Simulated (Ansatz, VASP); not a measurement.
## Cross-check of Hf2N (Hf2N (P4_2/mnm)) between VASP and Ansatz

Aim: how closely do two programs agree when they are given the same cell, functional and k mesh? The cell is taken from a series of runs on this material, whose earlier steps may have relaxed, scaled, displaced or heated it; both programs get it as it stands.

Main program and level: Ansatz 0.2.0; plane waves, with VASP 6.6.1 beside it; relaxation of cell and atoms at r2SCAN.

## (1) Set-up

Symmetry: P4_2/mnm, No. 136, tetragonal system. Conventional cell: a = 5.313 Å, b = 5.313 Å, c = 3.242 Å, α = 90.00°, β = 90.00°, γ = 90.00°. Nearest to Hf lie 3 N at 2.22 to 2.23 Å. Nearest to N lie 6 Hf at 2.22 to 2.23 Å. Farther neighbours and most contacts between anions are not listed.

## (2) Ansatz: relaxation of cell and atoms, r2SCAN

Ansatz runs on its PAW soft_1 files.

The relaxed volume is the usual yardstick between codes: in a stiff, nearly cubic crystal its relative difference is about their pressure difference at one cell divided by the bulk modulus.

input.yaml reads:

```yaml
crystal:
  lattice:
    - [5.313124, 0.0, 0.0]
    - [0.0, 5.313124, 0.0]
    - [0.0, 0.0, 3.2420984]
  atoms:
    - { symbol: Hf, position: [0.29553637, 0.29553637, 0.0] }
    - { symbol: Hf, position: [0.70446363, 0.70446363, 0.0] }
    - { symbol: Hf, position: [0.79553637, 0.20446363, 0.5] }
    - { symbol: Hf, position: [0.20446363, 0.79553637, 0.5] }
    - { symbol: "N", position: [0.0, 0.0, 0.0] }
    - { symbol: "N", position: [0.5, 0.5, 0.5] }
basis:
  ecutwfc: 500
  xc_grid: 2
hamiltonian:
  xc: r2scan
  pseudopotentials: { kind: paw, azcp: { folder: soft_1 } }
kpoints:
  mp_grid: { grid: [7, 7, 12] }
scf:
  occupations: { method: fermi_dirac, width: 0.05 }
  max_iter: 150
output:
  forces: true
  stress: true
relax:
  f_tol: 0.01
  max_steps: 60
  cell: {}
checkpoint:
  write: "../r2scan.run"
  compress: false
  write_wavefunctions: false
  write_every: 100000
```

Run with:

```bash
$ ansatz run input.yaml --threads 4 --pin off --max-ram 6594MiB --backend cpu --events-out ev --progress --plain --runs-dir out
```

Numbers of over 12 decimals in the logs are rounded to 6 here.

Log:

```text
Engine: ansatz 0.2.0, aarch64-unknown-linux-gnu
Pseudopotentials: kind: paw
Pseudopotential: Hf, paw, valence charge 26, recommended cutoff 500 eV (meta_gga), soft_1/Hf.paw.azcp
Pseudopotential: N, paw, valence charge 5, recommended cutoff 500 eV (meta_gga), soft_1/N.paw.azcp
Functional definition: r2SCAN
  parameter k0 = 0.174
  parameter k1 = 0.065
  parameter a1 = 4.9479
  exchange = r2scan_x(k0 = k0, k1 = k1, a1 = a1)
  correlation = r2scan_c
Crystal: 6 atoms, lattice volume = 91.522 Å³
Basis set: ecut = 500 eV, 2343 PW (Γ), exchange–correlation on 80×80×48 points (8 copies of the dense FFT grid, shifted against one another)
Bands: 69, of which v1, the nominal top of the filled ones, is band 57 counted from 1 (56 counted from 0)
Symmetry: 16 space group operations
Space group: P42/mnm (ITA 136), of the structure as read, at distance tolerance 4.5e-5 Å
k-points: 70 of 588
Non-local potential: Hf, projectors of the file, l = 0: 3, l = 1: 2, l = 2: 2, l = 3: 3
Non-local potential: N, projectors of the file, l = 0: 2, l = 1: 2, l = 2: 1
PAW form: soft (Blöchl's): semilocal exchange-correlation on the pseudo side does not see the compensation charge
PAW frozen core: Hf, regenerated for the run's functional (the file was generated under x = pbe(κ = 0.804, μ = 0.219515), c = pbe(β = 0.066725))
PAW frozen core: N, regenerated for the run's functional (the file was generated under x = pbe(κ = 0.804, μ = 0.219515), c = pbe(β = 0.066725))
PAW one-centre angular grid: Hf, 974 points (default); XC on 224 Gauss nodes
PAW one-centre angular grid: N, 302 points (default); XC on 160 Gauss nodes
Initial density: superposition of atomic densities (chi_scale 0.1, normalization cell, long waves kept (reshape's long-wave potential 0.00 eV rms))
Initial wavefunctions: pseudopotential atomic-orbital guess
Functional: x = r2scan, c = r2scan; τ floored in thin density (d = 2e-4 eV/Å³)
iter 1 solved again at ethr=5.93e-4 eV; its pass at ethr=3.10e-3 eV (dr2=6.76e-1 eV) is discarded
SCF iter   1: F=—  HF=-63712.188262 eV  |F-HF|=—  |Δ(HF+E_count)|=         —  Δρ=3.91e-2  dr2=6.75e-1  dr2_τ=2.43e-1  ethr=5.93e-4  ⟨swp⟩=2.1  Hψ=19996  notcnv=0
preconditioner: auto → Kerker (q_TF=auto, 2.830 Å⁻¹)  [metal: Δε(μ)=0.033 eV  Ē_g=18.459 eV  σ=0.050 eV  W_gap=0.16  n_scr=38 (ndim 8)  ℏωp=40.0 eV  f_vac=0.000  D(μ)=2.09/eV (n_scr^D=10)]
SCF iter   2: F=—  HF=-63712.746648 eV  |F-HF|=—  |Δ(HF+E_count)|=   5.58e-1  Δρ=2.46e-2  dr2=3.62e-1  dr2_τ=2.22e-2  ethr=5.92e-4  ⟨swp⟩=2.0  Hψ=8415  notcnv=0
SCF iter   3: F=—  HF=-63712.883199 eV  |F-HF|=—  |Δ(HF+E_count)|=   1.37e-1  Δρ=1.14e-2  dr2=1.06e-1  dr2_τ=9.48e-3  ethr=3.18e-4  ⟨swp⟩=2.2  Hψ=9270  notcnv=0  defer=12
SCF iter   4: F=—  HF=-63712.886326 eV  |F-HF|=—  |Δ(HF+E_count)|=   3.13e-3  Δρ=3.30e-3  dr2=1.52e-2  dr2_τ=9.26e-4  ethr=9.31e-5  ⟨swp⟩=2.0  Hψ=8686  notcnv=0  defer=119
SCF iter   5: F=—  HF=-63712.883263 eV  |F-HF|=—  |Δ(HF+E_count)|=   3.06e-3  Δρ=1.99e-3  dr2=3.55e-3  dr2_τ=3.81e-4  ethr=1.33e-5  ⟨swp⟩=2.0  Hψ=8593  notcnv=0  defer=120
SCF iter   6: F=—  HF=-63712.882021 eV  |F-HF|=—  |Δ(HF+E_count)|=   1.24e-3  Δρ=6.48e-4  dr2=6.17e-4  dr2_τ=1.15e-5  ethr=3.11e-6  ⟨swp⟩=2.8  Hψ=8321  notcnv=0  defer=120
SCF iter   7: F=—  HF=-63712.881830 eV  |F-HF|=—  |Δ(HF+E_count)|=   1.90e-4  Δρ=1.41e-4  dr2=3.04e-5  dr2_τ=8.11e-7  ethr=5.41e-7  ⟨swp⟩=2.0  Hψ=5739  notcnv=0  defer=120
SCF iter   8: F=—  HF=-63712.881828 eV  |F-HF|=—  |Δ(HF+E_count)|=   2.88e-6  Δρ=3.82e-5  dr2=9.82e-7  dr2_τ=4.48e-8  ethr=2.67e-8  ⟨swp⟩=2.0  Hψ=8333  notcnv=0  defer=120
SCF iter   9: F=-63712.881828 eV  HF=-63712.881828 eV  |F-HF|=1.41e-8  |Δ(HF+E_count)|=   2.19e-7  Δρ=1.22e-5  dr2=8.89e-8  dr2_τ=8.72e-9  ethr=8.77e-11  ⟨swp⟩=3.9  Hψ=21859  notcnv=0
SCF 1 converged in 9 iterations: F = -63712.881828 eV  dr2 = 8.89e-8
  greatest PAW one-centre occupation: 0.998 electrons in one spin orbital (limit 2), on the Hf atom at site 3 (counted from 0), in its partial waves of l = 3
relax step   1: F+E_penalty+E_count = -63712.88182774 eV  Δ(F+E_penalty+E_count) = +0.000e0 eV  max|allowed force component| = 1.113e-2 eV/Å  Δτ_max = 0.0000 Å  P = +1.476 GPa  Ω = 91.522 Å³  (9 SCF iters, dr2 threshold 1.00e-7 eV, accepted)
[...]
relax step   2: F+E_penalty+E_count = -63712.88173607 eV  Δ(F+E_penalty+E_count) = +9.167e-5 eV  max|allowed force component| = 1.002e-2 eV/Å  Δτ_max = 0.0012 Å  P = -1.354 GPa  Ω = 92.800 Å³  energy of the carried Pulay correction = -2.986e-4 eV  (7 SCF iters, dr2 threshold 6.00e-7 eV, accepted)
[...]
relax step   3: F+E_penalty+E_count = -63712.88436005 eV  Δ(F+E_penalty+E_count) = -2.624e-3 eV  max|allowed force component| = 1.511e-2 eV/Å  Δτ_max = 0.0025 Å  P = -0.060 GPa  Ω = 92.204 Å³  energy of the carried Pulay correction = -1.598e-4 eV  (6 SCF iters, dr2 threshold 6.00e-7 eV, accepted)
[...]
relax step   4: F+E_penalty+E_count = -63712.88462418 eV  Δ(F+E_penalty+E_count) = -2.641e-4 eV  max|allowed force component| = 8.579e-3 eV/Å  Δτ_max = 0.0017 Å  P = +0.061 GPa  Ω = 92.148 Å³  energy of the carried Pulay correction = -1.468e-4 eV  (5 SCF iters, dr2 threshold 3.41e-7 eV, accepted)
[...]
relax step   5: F+E_penalty+E_count = -63712.88466879 eV  Δ(F+E_penalty+E_count) = -4.461e-5 eV  max|allowed force component| = 1.777e-4 eV/Å  Δτ_max = 0.0007 Å  P = +0.000 GPa  Ω = 92.174 Å³  energy of the carried Pulay correction = -1.529e-4 eV  (4 SCF iters, dr2 threshold 4.58e-8 eV, accepted)
[...]
relax step   6: F+E_penalty+E_count = -63712.88481367 eV  Δ(F+E_penalty+E_count) = -1.449e-4 eV  max|allowed force component| = 1.861e-4 eV/Å  Δτ_max = 0.0000 Å  P = -0.001 GPa  Ω = 92.174 Å³  stress off target by 2.40e-3 GPa  SCF on the basis re-selected at this cell (its energy is not comparable with the rows above)  (6 SCF iters)
basis re-selected at this cell: Δ(F+E_penalty+E_count) = -1.449e-4 eV, ΔP = -0.001 GPa vs the last step (what re-selecting the basis moved, of the pressure what is left beyond the Pulay correction that the steps carried, after the strain that the cell walked since its last selection, with what the two solves' SCF thresholds leave and, on support functions, any second-order correction that the steps lacked; it is no m [...]
SCF converged after 6 iterations
Free energy (F): -63712.884814 eV
Harris-Foulkes:  -63712.884814 eV  (|F-HF|=7.28e-12)
Internal energy: -63712.867166 eV  (E = F + TS)
E sigma→0 (E₀):  -63712.875990 eV
Entropy (-TS):   -0.017648 eV (-2.941 meV/atom)
Fermi energy:    19.247324 eV
--- Per-component energies (eV) ---
  E_band       = 109.761132
  E_kinetic    = 1894.548073
  E_local      = -24978.228742  (includes V_loc(G=0)·N_el)
  E_nonlocal   = 296.189096
  E_hartree    = 12211.887834
  E_xc         = -1126.785457
  E_vxc        = -1290.790926  (∫ρ·V_xc dr)
  E_paw        = -31144.627556  (= ΣΔE_a)
  E_vpaw       = -301.243799  (= ΣTr[D̂ρ^β])
  E_aug_tail   = 0.000379  (compensation charges beyond the density's cutoff)
  E_vtau       = 65.511392  (kinetic-family band-sum trace: ∫τ·v_τ [+ j·A + Jᵃ·Aᵃ] dr)
  E_ewald      = -20867.077878
  E_core_change = 1.227087  (= ΣΔE_core)
  E_smearing   = -0.017648  (= −TS)
  E_closure    = 0.000000  (closes the sum)
  Σ components = -63712.884814   (vs F -63712.884814, Δ=0.00e0)
--- Forces (eV/Å), atoms counted from 1 ---
  atom   1  Hf     0.00018609     0.00018609     0.00000000
  atom   2  Hf    -0.00018609    -0.00018609     0.00000000
  atom   3  Hf     0.00018609    -0.00018609     0.00000000
  atom   4  Hf    -0.00018609     0.00018609     0.00000000
  atom   5  N      0.00000000    -0.00000000     0.00000000
  atom   6  N      0.00000000    -0.00000000     0.00000000
  max |Σ_I F_I| component: 2.08e-17 eV/Å
--- Stress (GPa, compression-positive) ---
        0.000294       0.000000       0.000000
        0.000000       0.000294       0.000000
        0.000000       0.000000      -0.002398
  P = ⅓ Tr σ = -0.0006 GPa (-0.006 kbar)
--- Relaxed structure (5 steps of the walk, 5 accepted, 1 SCFs on fresh bases) ---
  F+E_penalty+E_count = -63712.88481367 eV   max|allowed force component| = 1.861e-4 eV/Å   (the final SCF, on the basis selected at the relaxed cell)
  cell:  # Å, volume = 92.1744 Å³
    - [5.325645, 0, 0.0]
    - [0, 5.325645, 0.0]
    - [0.0, 0.0, 3.249868]
  atoms:
    - { symbol: Hf, position: [0.295502, 0.295502, 0.0] }
    - { symbol: Hf, position: [0.704498, 0.704498, 0.0] }
    - { symbol: Hf, position: [0.795502, 0.204498, 0.500000] }
    - { symbol: Hf, position: [0.204498, 0.795502, 0.500000] }
    - { symbol: N, position: [0, 0, 0.0] }
    - { symbol: N, position: [0.500000, 0.500000, 0.500000] }
```

(Part 1 of 2 ends here.)

[Lines on the potential files, build, host, timing and source positions are cut from VASP's logs without a mark.]

[Logs are printed without paths, hosts, clocks, repeated set-up lines and the standing remarks that a program may print on its own settings, such as how far it seeks lower states.]

[Hosts, paths, dates, database ids (printed as entryN), source tags and the programs' standing remarks are cut or masked in the printed files.]
